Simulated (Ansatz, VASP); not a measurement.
# TiO2 (TiO2 (Pbcn)) in two plane-wave programs

Aim: how closely do two programs agree when they are given the same cell, functional and k mesh? The two relaxations start from unlike cells of this crystal (the structure described is Ansatz's start), so only their ends are compared.

Calculated with Ansatz 0.2.0; plane waves, with VASP 6.6.1 beside it; relaxation of cell and atoms at LDA.

## (1) The structure

Symmetry: Pbcn, No. 60, orthorhombic system. The conventional cell has a = 4.545 Å, b = 5.520 Å, c = 4.909 Å, α = 90.00°, β = 90.00°, γ = 90.00°. Nearest to Ti lie 6 O at 1.88 to 2.09 Å. Nearest to O lie 3 Ti at 1.88 to 2.09 Å. Farther neighbours and most contacts between anions are not listed.

Coordinates:

```xyz
12
Lattice="4.5454 0.0000 0.0000 0.0000 5.5196 0.0000 0.0000 0.0000 4.9092" Properties=species:S:1:pos:R:3 pbc="T T T"
Ti    2.2727    3.7147    3.6819
Ti    0.0000    4.5648    1.2273
Ti    2.2727    1.8050    1.2273
Ti    0.0000    0.9548    3.6819
O     3.3115    3.4126    0.3994
O     1.0388    4.8668    4.5098
O     3.5065    4.8668    2.8540
O     1.2338    3.4126    2.0552
O     3.3115    2.1070    2.8540
O     1.0388    0.6528    2.0552
O     3.5065    0.6528    0.3994
O     1.2338    2.1070    4.5098
```

## (2) VASP: relaxation of cell and atoms, LDA

The relaxed volume is the usual yardstick between codes: in a stiff, nearly cubic crystal its relative difference is about their pressure difference at one cell divided by the bulk modulus.

Lines of VASP's logs that name or quote its potential files are left out, and so is its time.

INCAR reads:

```
SYSTEM = TiO2
PREC = Accurate
ENCUT = 600
EDIFF = 1E-07
NELM = 120
ISMEAR = 0
SIGMA = 0.01
LREAL = .FALSE.
ALGO = Normal
GGA = PW92
NBANDS = 60
LASPH = .TRUE.
LORBIT = 11
LWAVE = .FALSE.
LCHARG = .FALSE.
ISIF = 3
IBRION = 2
NSW = 80
EDIFFG = -0.005
GGA_COMPAT = .FALSE.
NELMIN = 4
EFERMI = MIDGAP
KPAR = 2
```

POSCAR reads:

```
TiO2
1.0
    4.5018331498      0.0000000000      0.0000000000
    0.0000000000      5.4414858176      0.0000000000
    0.0000000000      0.0000000000      4.8494507477
Ti O
4 8
Direct
    0.5000000000      0.6725936758      0.7500000000
    0.0000000000      0.8274064148      0.2500000000
    0.5000000000      0.3274064148      0.2500000000
    0.0000000000      0.1725936758      0.7500000000
    0.7282469709      0.6176731107      0.0816313359
    0.2282469709      0.8823269799      0.9183686640
    0.7717530291      0.8823269799      0.5816313359
    0.2717530291      0.6176731107      0.4183686640
    0.7282469709      0.3823269799      0.5816313359
    0.2282469709      0.1176731107      0.4183686640
    0.7717530291      0.1176731107      0.0816313359
    0.2717530291      0.3823269799      0.9183686640
```

KPOINTS reads:

```
Automatic mesh
0
Gamma
6 5 6
0 0 0
```

The projector-augmented-wave data sets are Ti_sv and O (LDA family, release 64).

Started as:

```bash
> mpirun -np 2 vasp_std
```

Numbers of over 12 decimals in the logs are rounded to 6 here.

The log of the run:

```text
[banner, memory and clock lines left out]
running    2 mpi-ranks, on    1 nodes
 distrk:  each k-point on    1 cores,    2 groups
 distr:  one band on    1 cores,    1 groups

 POSCAR found type information on POSCAR TiO
 POSCAR found :  2 types and      12 ions
|                                                                             |
|               ----> ADVICE to this user running VASP <----                  |
|                                                                             |
|     You enforced a specific xc type in the INCAR file but a different       |
|     [... a line on the potential file left out ...]
|     I HOPE YOU KNOW WHAT YOU ARE DOING!                                     |
|                                                                             |

 LDA part: xc-table for (Slater(with rela. corr.)+PW92), standard interpolation
 POSCAR, INCAR and KPOINTS ok, starting setup
 FFT: planning ... GRIDC
 FFT: planning ... GRID_SOFT
 FFT: planning ... GRID
 WAVECAR not read
 entering main loop
       N       E                     dE             d eps       ncg     rms          rms(c)
DAV:   1     0.158956524433E+04    0.15896E+04   -0.51906E+04  5760   0.212E+03
DAV:   2     0.181396210895E+03   -0.14082E+04   -0.13345E+04  5812   0.636E+02
DAV:   3    -0.127215043199E+03   -0.30861E+03   -0.29607E+03  7332   0.252E+02
DAV:   4    -0.149991391726E+03   -0.22776E+02   -0.22708E+02  8472   0.741E+01
DAV:   5    -0.151167178063E+03   -0.11758E+01   -0.11752E+01  8652   0.141E+01    0.455E+01
DAV:   6    -0.118980862217E+03    0.32186E+02   -0.19919E+02  7908   0.991E+01    0.176E+01
DAV:   7    -0.118241310321E+03    0.73955E+00   -0.31617E+01  7676   0.332E+01    0.118E+01
DAV:   8    -0.118184952591E+03    0.56358E-01   -0.76999E+00  7472   0.202E+01    0.637E+00
DAV:   9    -0.117702833985E+03    0.48212E+00   -0.29473E+00  7412   0.120E+01    0.145E+00
DAV:  10    -0.117720627147E+03   -0.17793E-01   -0.19403E-01  6920   0.254E+00    0.596E-01
DAV:  11    -0.117713878502E+03    0.67486E-02   -0.27241E-02  7072   0.893E-01    0.129E-01
DAV:  12    -0.117714192459E+03   -0.31396E-03   -0.21617E-03  7480   0.306E-01    0.180E-01
DAV:  13    -0.117713876887E+03    0.31557E-03   -0.10542E-03  7356   0.210E-01    0.325E-02
DAV:  14    -0.117713877262E+03   -0.37487E-06   -0.10532E-04  8436   0.667E-02    0.186E-02
DAV:  15    -0.117713875391E+03    0.18717E-05   -0.29820E-05  7420   0.416E-02    0.510E-03
DAV:  16    -0.117713875338E+03    0.52351E-07   -0.10132E-06  6816   0.701E-03    0.167E-03
DAV:  17    -0.117713875323E+03    0.15205E-07   -0.13269E-07  3384   0.214E-03
   1 F= -.11771388E+03 E0= -.11771388E+03  d E =-.117714E+03
 curvature:   0.00 expect dE= 0.000E+00 dE for cont linesearch  0.000E+00
 trial: gam= 0.00000 g(F)=  0.139E-04 g(S)=  0.137E-04 ort = 0.000E+00 (trialstep = 0.100E+01)
 search vector abs. value=  0.276E-04
 bond charge predicted
       N       E                     dE             d eps       ncg     rms          rms(c)
DAV:   1    -0.117713915999E+03   -0.40661E-04   -0.53786E-03  6104   0.576E-01    0.679E-02
DAV:   2    -0.117713901914E+03    0.14084E-04   -0.46681E-04  7184   0.135E-01    0.363E-02
DAV:   3    -0.117713885396E+03    0.16518E-04   -0.99165E-05  6720   0.502E-02    0.101E-02
DAV:   4    -0.117713885537E+03   -0.14036E-06   -0.24670E-05  8292   0.189E-02    0.793E-03
DAV:   5    -0.117713885693E+03   -0.15593E-06   -0.21328E-06  7384   0.101E-02    0.401E-03
DAV:   6    -0.117713886298E+03   -0.60556E-06   -0.10742E-06  7104   0.386E-03    0.255E-03
DAV:   7    -0.117713886401E+03   -0.10268E-06   -0.29755E-07  4888   0.324E-03    0.518E-04
DAV:   8    -0.117713886411E+03   -0.98607E-08   -0.61235E-08  2880   0.149E-03
   2 F= -.11771389E+03 E0= -.11771389E+03  d E =-.110877E-04
 trial-energy change:   -0.000011  1 .order   -0.000010   -0.000028    0.000007
 step:   0.8206(harm=  0.8042)  dis= 0.00017  next Energy=  -117.713887 (dE=-0.117E-04)
 reached required accuracy - stopping structural energy minimisation
```

OUTCAR, selected parts (step 2):

```text
ion  position               nearest neighbor table
   1  0.500  0.673  0.750-   6 1.86   7 1.86   5 1.93   8 1.93  12 2.05   9 2.05
   2  0.000  0.827  0.250-   8 1.86   5 1.86   7 1.93   6 1.93  10 2.05  11 2.05
   3  0.500  0.327  0.250-  10 1.86  11 1.86   9 1.93  12 1.93   8 2.05   5 2.05
   4  0.000  0.173  0.750-  12 1.86   9 1.86  11 1.93  10 1.93   6 2.05   7 2.05
   5  0.728  0.618  0.082-   2 1.86   1 1.93   3 2.05
   6  0.228  0.882  0.918-   1 1.86   2 1.93   4 2.05
   7  0.772  0.882  0.582-   1 1.86   2 1.93   4 2.05
   8  0.272  0.618  0.418-   2 1.86   1 1.93   3 2.05
   9  0.728  0.382  0.582-   4 1.86   3 1.93   1 2.05
  10  0.228  0.118  0.418-   3 1.86   4 1.93   2 2.05
  11  0.772  0.118  0.082-   3 1.86   4 1.93   2 2.05
  12  0.272  0.382  0.918-   4 1.86   3 1.93   1 2.05

  LATTYP: Found a simple orthorhombic cell.
 ALAT       =     4.5018331498
 B/A-ratio  =     1.0772168995
 C/A-ratio  =     1.2087266757

 Subroutine GETGRP returns: Found  8 space group operations
 (whereof  2 operations were pure point group operations)

The static configuration has the point symmetry S_2 .
 The point group associated with its full space group is D_2h.

 Found     48 irreducible k-points:

   k-points           NKPTS =     48   k-points in BZ     NKDIM =     48   number of bands    NBANDS=     60

   dimension x,y,z NGX =    36 NGY =   48 NGZ =   40
   dimension x,y,z NGXF=    72 NGYF=   96 NGZF=   80

   ENCUT  =  600.0 eV  44.10 Ry    6.64 a.u.   8.99 10.87  9.69*2*pi/ulx,y,z

   NELECT =      96.0000    total number of electrons

 k-points in reciprocal lattice and weights: Automatic mesh
   0.00000000  0.00000000  0.00000000       0.006
   0.16666667  0.00000000  0.00000000       0.011
   0.33333333  0.00000000  0.00000000       0.011
   0.50000000  0.00000000  0.00000000       0.006
   0.00000000  0.20000000  0.00000000       0.011
   0.16666667  0.20000000  0.00000000       0.022
   0.33333333  0.20000000  0.00000000       0.022
   0.50000000  0.20000000  0.00000000       0.011
   0.00000000  0.40000000  0.00000000       0.011
[...]
0.33333333  0.40000000  0.50000000       0.022
   0.50000000  0.40000000  0.50000000       0.011

 average (electrostatic) potential at core
       1 -75.5811       2 -75.5811       3 -75.5811       4 -75.5811       5 -69.9432
       6 -69.9432       7 -69.9432       8 -69.9432       9 -69.9432      10 -69.9432
      11 -69.9432      12 -69.9432

 E-fermi :   6.0165

 k-point     1 :       0.0000    0.0000    0.0000
  band No.  band energies     occupation
    ...
     44       4.1355      2.00000
     45       4.1958      2.00000
     46       4.2997      2.00000
     47       4.6815      2.00000
     48       4.7009      2.00000
     49       7.3945      0.00000
     50       7.4027      0.00000
     51       7.5294      0.00000
     52       7.5557      0.00000
     53       7.5747      0.00000
    ...

 k-point     2 :       0.1667    0.0000    0.0000
  band No.  band energies     occupation
    ...
     44       3.9564      2.00000
     45       4.1114      2.00000
     46       4.2528      2.00000
     47       4.2717      2.00000
     48       4.6320      2.00000
     49       7.4704      0.00000
     50       7.4900      0.00000
     51       7.4931      0.00000
     52       7.7239      0.00000
     53       7.7737      0.00000
    ...

 k-point     3 :       0.3333    0.0000    0.0000
  band No.  band energies     occupation
    ...
     44       3.4468      2.00000
     45       3.9346      2.00000
     46       4.2803      2.00000
     47       4.3762      2.00000
     48       4.4790      2.00000
     49       7.5855      0.00000
     50       7.6832      0.00000
     51       7.7488      0.00000
     52       8.0888      0.00000
     53       8.1499      0.00000
    ...

  Total       -0.0459266     -0.0381868     -0.0393875      0.0000000      0.0000000      0.0000000
  in kB       -0.6192197     -0.5148651     -0.5310535      0.0000000      0.0000000      0.0000000
  external PRESSURE =      -0.5550461 kB  Pullay stress =       0.0000000 kB

  energy-cutoff  :      600.00
  volume of cell :      118.83
      direct lattice vectors                 reciprocal lattice vectors
     4.501760308  0.000000000  0.000000000     0.222135327  0.000000000  0.000000000
     0.000000000  5.442094864  0.000000000     0.000000000  0.183752769  0.000000000
     0.000000000  0.000000000  4.850448328     0.000000000  0.000000000  0.206166509

 POSITION                                       TOTAL-FORCE (eV/Angst)
 -----------------------------------------------------------------------------------
      2.25088      3.66050      3.63784        -0.000000      0.003646      0.000000
      4.50176      4.50264      1.21261        -0.000000     -0.003646      0.000000
      2.25088      1.78160      1.21261        -0.000000     -0.003646      0.000000
      4.50176      0.93945      3.63784        -0.000000      0.003646      0.000000
      3.27825      3.36123      0.39589        -0.000394     -0.000871     -0.000825
      1.02737      4.80191      4.45456        -0.000394      0.000871      0.000825
      3.47439      4.80191      2.82112         0.000394      0.000871     -0.000825
      1.22351      3.36123      2.02933         0.000394     -0.000871      0.000825
      3.27825      2.08087      2.82112        -0.000394      0.000871     -0.000825
      1.02737      0.64018      2.02933        -0.000394     -0.000871      0.000825
      3.47439      0.64018      0.39589         0.000394     -0.000871     -0.000825
      1.22351      2.08087      4.45456         0.000394      0.000871      0.000825
 -----------------------------------------------------------------------------------
    total drift:                               -0.000124     -0.000251     -0.000590

  FREE ENERGIE OF THE ION-ELECTRON SYSTEM (eV)
  ---------------------------------------------------
  free  energy   TOTEN  =      -117.7138864107 eV

  energy  without entropy=     -117.7138864107  energy(sigma->0) =     -117.71388641

 reached required accuracy - stopping structural energy minimisation

 total charge
# of ion       s       p       d       tot
------------------------------------------
    1        2.237   6.318   1.807  10.362
    2        2.237   6.318   1.807  10.362
    3        2.237   6.318   1.807  10.362
    4        2.237   6.318   1.807  10.362
    5        1.561   3.497   0.000   5.058
    6        1.561   3.497   0.000   5.058
    7        1.561   3.497   0.000   5.058
    8        1.561   3.497   0.000   5.058
    9        1.561   3.497   0.000   5.058
   10        1.561   3.497   0.000   5.058
   11        1.561   3.497   0.000   5.058
   12        1.561   3.497   0.000   5.058
--------------------------------------------------
tot         21.432  53.252   7.226  81.910

[... 3 further parts left out ...]
```

This run has no spin polarisation, so a moment on Ti, if there is one, isn't seen. The run keeps the 8 symmetry operations of its start, so it cannot find a distortion of lower symmetry.

[end of part 1 of 2]

[Lines on the potential files, build, host, timing and source positions are cut from VASP's logs without a mark.]

[Logs are printed without paths, hosts, clocks, repeated set-up lines and the standing remarks that a program may print on its own settings, such as how far it seeks lower states.]

[Hosts, paths, dates, database ids (printed as entryN), source tags and the programs' standing remarks are cut or masked in the printed files.]
